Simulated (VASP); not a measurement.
An input for Quantum ESPRESSO's pw.x (written as the equivalent of a VASP run, and not itself run):

```
&CONTROL
  calculation = 'scf'
  pseudo_dir = './pseudo'
  outdir = './out'
  tprnfor = .true.
  tstress = .true.
/
&SYSTEM
  ibrav = 0
  nat = 3
  ntyp = 2
  ecutwfc = 72
  occupations = 'smearing'
  smearing = 'gaussian'
  degauss = 0.003675
  input_dft = 'pbe'
/
&ELECTRONS
  conv_thr = 7.3e-08
  electron_maxstep = 100
/
ATOMIC_SPECIES
  Sn 118.710 Sn.upf
  S 32.060 S.upf
CELL_PARAMETERS angstrom
     1.8615000   -3.2242130    0.0000000
     1.8615000    3.2242130    0.0000000
     0.0000000    0.0000000    6.0180000
ATOMIC_POSITIONS crystal
  Sn   0.0000000  0.0000000  0.0000000
  S    0.3333330  0.6666670  0.2500000
  S    0.6666670  0.3333330  0.7500000
K_POINTS automatic
  6 6 4 0 0 0
```

Write the VASP files for the same calculation (PBE).

One answer among several that fit: 
**KPOINTS**
```
kpoints
0
G
6 6 4
0 0 0
```

POSCAR:
```
SnS2
3.7230
  0.5000000000  -0.8660255171   0.0000000000
  0.5000000000   0.8660255171   0.0000000000
  0.0000000000   0.0000000000   1.6164383562
Sn S
1 2
Direct
  0.0000000000   0.0000000000   0.0000000000
  0.3333330000   0.6666670000   0.2500000000
  0.6666670000   0.3333330000   0.7500000000
```

INCAR:
```
! general
SYSTEM   =  SnS2
PREC     =  Accurate
ENCUT    =  520
LREAL    =  .FALSE.
LASPH    =  .TRUE.

! electronic loop
EDIFF    =  1E-6
NELM     =  100
ALGO     =  Normal
LMAXMIX  =  4

! smearing
ISMEAR   =  0
SIGMA    =  0.05

! functional
GGA      =  PE

! ions
ISIF     =  2

! output
LWAVE    =  .FALSE.
LCHARG   =  .FALSE.
```

POTCAR, in this order: Sn S (PBE.64 set). Program: vasp_std.

The two are equivalent in intent, not identical: the potentials are each code's own (VASP's PAW set, PseudoDojo norm-conserving files in pw.x), so ENCUT and ecutwfc are chosen apart and not converted; conv_thr bounds pw.x's estimated SCF error, while EDIFF bounds the energy change between steps.

The compound is SnS2 in the 1T layered structure. The cell was not relaxed at this level. The run is one of a series of settings (ENCUT = 520, POTCAR Sn S (PBE.64 set) against the base run), some of them coarse on purpose.
